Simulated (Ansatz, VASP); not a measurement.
# KBr in two plane-wave programs, part 2 of 2

Wanted: the spread between two codes on one cell, functional and k mesh. The cell is taken from a series of runs on this material, whose earlier steps may have relaxed, scaled, displaced or heated it; both programs get it as it stands.

VASP 6.6.1 and Ansatz 0.2.0.

So far: The structure; VASP: zone-centre phonons, PBE.

## (3) Ansatz: zone-centre phonons, PBE

Level of this step: Ansatz beside VASP: Kohn-Sham DFT, plane waves, PBE (Ansatz).

Ansatz runs on its default PAW (the set named soft_2) files.

The same cell, functional and mesh now go to Ansatz, which takes its cutoff from its data sets.

Input file input.yaml:

```yaml
crystal:
  lattice:
    - [0.0, 3.3, 3.3]
    - [3.3, 0.0, 3.3]
    - [3.3, 3.3, 0.0]
  atoms:
    - { symbol: K, position: [0.0, 0.0, 0.0] }
    - { symbol: Br, position: [0.5, 0.5, 0.5] }
kpoints:
  mp_grid: { grid: [6, 6, 6] }
hamiltonian:
  xc: pbe
scf:
  occupations: { method: fixed }
output:
  eigenvalues: true
phonons:
  method: dfpt
  dielectric: true
  rigid_motions: translations
```

Launch:

```
ansatz run input.yaml --threads 4 --pin off --max-ram 7168MiB --backend cpu --events-out ev --progress --plain --runs-dir out
```

Numbers of over 12 decimals in the logs are rounded to 6 here.

What it wrote:

```text
Engine: ansatz 0.2.0, aarch64-unknown-linux-gnu
Pseudopotentials: kind: paw
Pseudopotential: K, paw, valence charge 9, recommended cutoff 420 eV (normal), K.paw.azcp
Pseudopotential: Br, paw, valence charge 7, recommended cutoff 420 eV (normal), Br.paw.azcp
Functional definition: PBE
  parameter kappa = 0.804
  parameter beta = 0.066725
  exchange = pbe_x(kappa = kappa, mu = beta*pi^2/3)
  correlation = pbe_c(beta = beta)
Crystal: 2 atoms, lattice volume = 71.874 Å³
Basis set: ecut = 420 eV, 1411 PW (Γ), exchange–correlation on 64×64×64 points (8 copies of the dense FFT grid, shifted against one another)
Bands: 12, of which v1, the nominal top of the filled ones, is band 8 counted from 1 (7 counted from 0)
Symmetry: 48 space group operations
k-points: 30 of 216 (irreducible under 8 space group operations, time reversal used)
Non-local potential: K, projectors of the file, l = 0: 3, l = 1: 2, l = 2: 2
Non-local potential: Br, projectors of the file, l = 0: 2, l = 1: 2, l = 2: 2
PAW form: soft (Blöchl's): semilocal exchange-correlation on the pseudo side does not see the compensation charge
PAW one-centre angular grid: K, 110 points (default); XC on 64 Gauss nodes
PAW one-centre angular grid: Br, 110 points (default); XC on 64 Gauss nodes
Initial density: superposition of atomic densities (neutral atoms: chi_scale 0, normalization atom), corrected by the library's trained network
Initial wavefunctions: pseudopotential atomic-orbital guess
Functional: x = pbe(κ = 0.804, μ = 0.219515), c = pbe(β = 0.066725)
SCF iter   1: F=—  HF=-4324.496652 eV  |F-HF|=—  |Δ(HF+E_count)|=         —  Δρ=1.58e-4  dr2=1.41e-5  ethr=1.77e-3  ⟨swp⟩=5.3  Hψ=1980  notcnv=0  defer=53
preconditioner: auto → none  [insulator: Δε(μ)=4.426 eV  Ē_g=14.771 eV  n_scr=14 (ndim 8)  ℏωp=16.4 eV  f_vac=0.056  ε∞_Penn≈2.2]
SCF iter   2: F=—  HF=-4324.496528 eV  |F-HF|=—  |Δ(HF+E_count)|=   1.24e-4  Δρ=1.64e-4  dr2=3.14e-5  ethr=8.83e-8  ⟨swp⟩=3.3  Hψ=1157  notcnv=0  defer=60
SCF iter   3: F=—  HF=-4324.496527 eV  |F-HF|=—  |Δ(HF+E_count)|=   5.93e-7  Δρ=5.20e-5  dr2=1.41e-6  ethr=8.83e-8  ⟨swp⟩=2.0  Hψ=570  notcnv=0  defer=52
SCF iter   4: F=—  HF=-4324.496532 eV  |F-HF|=—  |Δ(HF+E_count)|=   4.57e-6  Δρ=2.63e-5  dr2=6.62e-7  ethr=8.80e-9  ⟨swp⟩=2.0  Hψ=570  notcnv=0  defer=23
SCF iter   5: F=—  HF=-4324.496532 eV  |F-HF|=—  |Δ(HF+E_count)|=   2.87e-7  Δρ=1.18e-5  dr2=1.52e-7  ethr=4.14e-9  ⟨swp⟩=2.0  Hψ=450  notcnv=0  defer=25
SCF iter   6: F=—  HF=-4324.496532 eV  |F-HF|=—  |Δ(HF+E_count)|=   2.00e-9  Δρ=3.42e-6  dr2=1.39e-8  ethr=9.47e-10  ⟨swp⟩=2.0  Hψ=450  notcnv=0  defer=24
SCF iter   7: F=—  HF=-4324.496532 eV  |F-HF|=—  |Δ(HF+E_count)|=   3.48e-9  Δρ=1.02e-6  dr2=1.20e-9  ethr=8.70e-11  ⟨swp⟩=2.0  Hψ=466  notcnv=0  defer=26
SCF iter   8: F=—  HF=-4324.496532 eV  |F-HF|=—  |Δ(HF+E_count)|=  3.91e-10  Δρ=3.20e-7  dr2=1.19e-10  ethr=7.50e-12  ⟨swp⟩=2.0  Hψ=445  notcnv=0  defer=26
SCF iter   9: F=-4324.496532 eV  HF=-4324.496532 eV  |F-HF|=1.09e-11  |Δ(HF+E_count)|=  4.00e-11  Δρ=1.00e-7  dr2=1.15e-11  ethr=1.00e-12  ⟨swp⟩=9.1  Hψ=2514  notcnv=0
SCF 1 converged in 9 iterations: F = -4324.496532 eV  dr2 = 1.15e-11
  greatest PAW one-centre occupation: 0.987 electrons in one spin orbital (limit 2), on the K atom at site 0 (counted from 0), in its partial waves of l = 0
NSCF: frozen V_eff on 2 k-points
DFPT response loops at Γ: preconditioner auto → none (the input reference at scf.mixing.eps_inf says where Resta's filter doesn't serve); β = 0.50; Broyden in place of MSR1
SCF converged after 9 iterations
Free energy (F): -4324.496532 eV
Harris-Foulkes:  -4324.496532 eV  (|F-HF|=1.09e-11)
Internal energy: -4324.496532 eV  (E = F + TS)
E sigma→0 (E₀):  -4324.496532 eV
Fermi energy:    1.069184 eV
--- Per-component energies (eV) ---
  E_band       = -133.511047
  E_kinetic    = 388.471095
  E_local      = -838.833413  (includes V_loc(G=0)·N_el)
  E_nonlocal   = 82.863510
  E_hartree    = 271.998845
  E_xc         = -400.624870
  E_vxc        = -269.645119  (∫ρ·V_xc dr)
  E_paw        = -3028.385850  (= ΣΔE_a)
  E_vpaw       = -40.364758  (= ΣTr[D̂ρ^β])
  E_aug_tail   = -0.000004  (compensation charges beyond the density's cutoff)
  E_ewald      = -799.985846
  E_smearing   = -0.000000  (= −TS)
  E_closure    = 0.000000  (closes the sum)
  Σ components = -4324.496532   (vs F -4324.496532, Δ=0.00e0)
--- Band table (eV; the first three rows and the last of 30) ---
  k-point 0: bands = [... 4 lower, -10.1842, 1.0692, 1.0692, 1.0692, 5.5046, 8.6734, 8.6734, 8.6734]
  k-point 1: bands = [... 4 lower, -10.1157, 0.7039, 0.9805, 0.9805, 6.1605, 8.5336, 8.9962, 8.9962]
  k-point 2: bands = [... 4 lower, -9.9925, 0.1313, 0.8141, 0.8141, 7.2681, 8.7874, 9.8578, 9.8578]
  k-point 29: bands = [... 4 lower, -10.1192, 0.3625, 0.5930, 0.6214, 7.6651, 8.9937, 9.3619, 10.2985]
--- Phonons (Γ-DFPT): 2 representative perturbations + reference, on 30 of 216 k-points (Σ response iterations 6) ---
  k mesh reduced under 8 symmetry operations, with k and −k counted as one. Each operation leaves every solved perturbation unchanged. A smaller set is not considered because the run solves the response to a homogeneous field
  ASR residual: 1.776e-4 → 0.000e0 eV/Å²; symmetrization residual: 2.582e-6 eV/Å²
  ASR residual per site (eV/Å²): 6.03e-6 1.78e-4
  Γ frequencies (cm⁻¹): 0.00 0.00 0.00 112.62 112.62 112.62
  ε∞ (high-frequency dielectric tensor):
        2.552503    -0.000000    -0.000000
        0.000000     2.552503    -0.000000
        0.000000     0.000000     2.552503
  ε⁰ (static dielectric tensor: ions relaxed, cell fixed):
        5.162010    -0.000000    -0.000000
       -0.000000     5.162010    -0.000000
       -0.000000    -0.000000     5.162010
  ε⁰ − ε∞ (ionic part):
        2.609507    -0.000000    -0.000000
       -0.000000     2.609507    -0.000000
       -0.000000    -0.000000     2.609507
  softest optical mode at Γ: 112.62 cm⁻¹; the repairs (sum rule, projections) moved no ω² at Γ by more than (0.84 cm⁻¹)²
  Born effective charges Z* (e; rows j = field, columns β = displacement):
    site 0:
         1.12652   -0.00000   -0.00000
        -0.00000    1.12652   -0.00000
        -0.00000   -0.00000    1.12652
    site 1:
        -1.12652    0.00000    0.00000
         0.00000   -1.12652    0.00000
         0.00000    0.00000   -1.12652
  Z* charge neutrality: 6.935e-5 e pre-enforcement
  k-mesh period / interband length: 28.0 Å / 1.38 Å = 20.31 at k = (0.0000, 0.0000, 0.0000), direct gap 4.435 eV — 14 or more, which is no proof of convergence
  optical modes at Γ without the LO–TO term, one row a degenerate level:
      ω (cm⁻¹)  modes    IR ((D/Å)²/amu)
        112.62      3             3.3457
  optical modes at Γ + LO–TO along q̂ = [1.0000, 0.0000, 0.0000]:
      ω (cm⁻¹)  modes    IR ((D/Å)²/amu)
        112.62      2             2.2305
        160.15      1             1.1152
  optical modes at Γ + LO–TO along q̂ = [0.0000, 1.0000, 0.0000]:
      ω (cm⁻¹)  modes    IR ((D/Å)²/amu)
        112.62      2             2.2305
        160.15      1             1.1152
  optical modes at Γ + LO–TO along q̂ = [0.0000, 0.0000, 1.0000]:
      ω (cm⁻¹)  modes    IR ((D/Å)²/amu)
        112.62      2             2.2305
        160.15      1             1.1152
```

The column dr2 measures how far the density is from self-consistency, as an energy; F and HF (Harris–Foulkes) agree once it is small.

## (4) Side by side

Known differences besides the potentials themselves: fixed occupations in Ansatz, narrow Gaussian smearing in VASP; the cutoff is 420 eV in Ansatz and 500 eV in VASP. Total energies have different zeros and are not compared.

The two programs side by side:

| quantity | Ansatz | VASP | difference |
| --- | --- | --- | --- |
| ε∞ xx | 2.55 | 2.55 | -0.02 % |
| ε∞ yy | 2.55 | 2.55 | -0.02 % |
| ε∞ zz | 2.55 | 2.55 | -0.02 % |
| Born charge of K1 (mean of the diagonal) (e) | 1.13 | 1.13 | 0.00 |
| Born charge of Br2 (mean of the diagonal) (e) | -1.13 | -1.13 | 0.00 |
| optical mode 1 to 3 (cm⁻¹) | 112.6 | 113.3 | -0.60 % |

Modes are paired by rising frequency, not by their patterns, so a pair may set unlike modes beside each other; they are those without the splitting of longitudinal modes.

## (5) Results

```yaml
r_m_s_difference_of_the_optical_zone_centre_modes_each_program_s_sorted_by_frequency_zone_centre_phonons_pbe: 0.68 cm⁻¹
difference_in_optical_mode_1_to_3_zone_centre_phonons_pbe: -0.6 %
```

The r.m.s. difference of the optical zone-centre modes, each program's sorted by frequency is 0.68 cm⁻¹ (zone-centre phonons, PBE). Among the rows given in per cent, the largest difference of the zone-centre phonons, PBE pair is in optical mode 1 to 3, -0.6 %. How closely two codes agree says nothing of how well the functional describes the real material.

[Lines on the potential files, build, host, timing and source positions are cut from VASP's logs without a mark.]

[Logs are printed without paths, hosts, clocks, repeated set-up lines and the standing remarks that a program may print on its own settings, such as how far it seeks lower states.]

[Hosts, paths, dates, database ids (printed as entryN), source tags and the programs' standing remarks are cut or masked in the printed files.]
